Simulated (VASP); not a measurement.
Input:

```
LiCl
1.0
    0.00000     2.62140     2.62140
    2.62140     0.00000     2.62140
    2.62140     2.62140     0.00000
Li Cl
1 1
Direct
  0.00000   0.00000   0.00000
  0.50000   0.50000   0.50000
```

Computed with PBE GGA, VASP's PBE PAW potentials (set 64) (plane waves; VASP). Run with EDIFF = 1E-3, 520 eV cut-off, 8×8×8 Γ-centred mesh, Gaussian smearing of 0.050 eV, potentials Li_sv Cl.

Question: What does the run give for the energy per atom (σ→0), pressure, band gap (on the k-mesh) with the smallest direct gap where there is one?

Answer: 
- band gap (on the k-mesh) = 5.97 eV
- smallest direct gap (on the k-mesh) = 5.97 eV
- energy per atom (σ→0) = -3.688 eV/atom
- pressure = -1.55 GPa

Only differences to runs with the same potentials and settings are physical.

The compound is LiCl in the rock salt structure. The cell was not relaxed at this level. The run is one of a series of settings (EDIFF = 1E-3 against the base run), some of them coarse on purpose.
